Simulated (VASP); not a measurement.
All values below come from PBEsol GGA, VASP's PBE PAW potentials (set 64) (plane waves; VASP).

Input for VASP

File KPOINTS:
```
Automatic mesh
0
gamma
8 6 1
```

**INCAR**
```
# general
SYSTEM =ZrC(110) slab
PREC   =Normal
ENCUT  =450
LREAL  =F
LASPH  =T

# electronic loop
EDIFF  =1E-6
NELM   =100
NELMIN =4
ALGO   =Normal
LMAXMIX=4

# smearing
ISMEAR =1
SIGMA  =0.1

# functional
GGA    =PS

# output
LWAVE  =F
LCHARG =F
LORBIT =11
LVHAR  =T

# other
LDIPOL =T
IDIPOL =3
DIPOL  =0.5 0.5 0.5
```

POSCAR:
```
ZrC(110) slab
1
    3.3035459319     0.0000000000     0.0000000000
    0.0000000000     4.6719192803     0.0000000000
    0.0000000000     0.0000000000    24.8210184778
Zr C
6 6
Direct
  0.0000000000   0.0000000000   0.3392940819
  0.5000000000   0.5000000000   0.3985505682
  0.0000000000   0.0000000000   0.4686940501
  0.5000000000   0.5000000000   0.5313059499
  0.0000000000   0.0000000000   0.6014494318
  0.5000000000   0.5000000000   0.6607059181
  0.5000000000   0.0000000000   0.3966458301
  0.0000000000   0.5000000000   0.3381632792
  0.5000000000   0.0000000000   0.5315998598
  0.0000000000   0.5000000000   0.4684001402
  0.5000000000   0.0000000000   0.6618367208
  0.0000000000   0.5000000000   0.6033541699
```

POTCAR, in this order: Zr_sv C (PBE.64 set). Program: vasp_std. Read from the step before: WAVECAR.

Question: What does the run give for the energy per atom (σ→0), band gap (on the k-mesh)?

Answer: 
- energy per atom (σ→0) = -9.722 eV/atom
- band gap (on the k-mesh) = none (metal, semimetal or under 0.01 eV)

File OSZICAR:
```
       N       E                     dE             d eps       ncg     rms          rms(c)
DAV:   1    -0.116668630554E+03   -0.11667E+03   -0.29484E-04  2853   0.893E-02    0.252E-02
DAV:   2    -0.116668575238E+03    0.55316E-04   -0.61538E-04  2830   0.135E-01    0.221E-02
DAV:   3    -0.116668542951E+03    0.32287E-04   -0.99406E-05  2796   0.559E-02    0.580E-03
DAV:   4    -0.116668543633E+03   -0.68175E-06   -0.15256E-05  2461   0.126E-02    0.242E-03
DAV:   5    -0.116668543493E+03    0.13973E-06   -0.10318E-06  1614   0.470E-03
   1 F= -.11666854E+03 E0= -.11666817E+03  d E =-.111845E-02
```

The cell is a thin slab with vacuum, built from ZrC (rock salt): (110) face.
